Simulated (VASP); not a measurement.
A VASP calculation is set up with these files.

File KPOINTS:
```
kpoints
0
Gamma
  7 7 3
0 0 0
```

### INCAR
```
# general
SYSTEM   =  SnSe2
PREC     =  Accurate
ENCUT    =  520   # plane-wave cut-off (eV)
LREAL    =  .FALSE.   # projection in real space or not
LASPH    =  .TRUE.   # aspherical one-centre terms

# electronic loop
EDIFF    =  1E-7   # SCF stop (eV)
NELM     =  100
ALGO     =  Normal   # blocked Davidson
LMAXMIX  =  4

# smearing
ISMEAR   =  0
SIGMA    =  0.05   # width (eV)

# functional
GGA      =  RE

# ions
IBRION   =  2   # conjugate gradients
NSW      =  30   # most ionic steps
ISIF     =  4
EDIFFG   =  -0.01   # ionic stop

# output
LWAVE    =  .FALSE.
LCHARG   =  .FALSE.
```

File POSCAR:
```
SnSe2
1.0
  1.9321145948  -3.3465208681   0.0000000000
  1.9321145948   3.3465208681   0.0000000000
  0.0000000000   0.0000000000   8.9001792031
Sn Se
1 2
Cartesian
  0.0000000000   0.0000000000   0.0000000000
  1.9321145948   1.1155091870   1.5793257634
  1.9321145948  -1.1155091870   7.3208534397
```

POTCAR, in this order: Sn_d Se (PBE.64 set). Program: vasp_std.

Task: Translate this revPBE calculation to Quantum ESPRESSO's pw.x.

Result: One equivalent input (not run):
```
&CONTROL
  calculation = 'vc-relax'
  pseudo_dir = './pseudo'
  outdir = './out'
  tprnfor = .true.
  tstress = .true.
  nstep = 30
  forc_conv_thr = 0.00039
/
&SYSTEM
  ibrav = 0
  nat = 3
  ntyp = 2
  ecutwfc = 86
  occupations = 'smearing'
  smearing = 'gaussian'
  degauss = 0.003675
  input_dft = 'revpbe'
/
&ELECTRONS
  conv_thr = 7.3e-09
  electron_maxstep = 100
/
&IONS
/
&CELL
  cell_dofree = 'shape'
/
ATOMIC_SPECIES
  Sn 118.710 Sn.upf
  Se 78.971 Se.upf
CELL_PARAMETERS angstrom
     1.9321146   -3.3465209    0.0000000
     1.9321146    3.3465209    0.0000000
     0.0000000    0.0000000    8.9001792
ATOMIC_POSITIONS crystal
  Sn   0.0000000  0.0000000  0.0000000
  Se   0.3333330  0.6666670  0.1774488
  Se   0.6666670  0.3333330  0.8225512
K_POINTS automatic
  7 7 3 0 0 0
```
What does not carry over: the potentials are each code's own (VASP's PAW set, PseudoDojo norm-conserving files in pw.x), so ENCUT and ecutwfc are chosen apart and not converted; conv_thr bounds pw.x's estimated SCF error, while EDIFF bounds the energy change between steps; forc_conv_thr acts on force components and is met together with etot_conv_thr.

The compound is SnSe2 in the 1T layered structure. This cell is one point of a volume scan, at 0.97 of the reference volume. Symmetry was kept, so distortions that lower it aren't found.
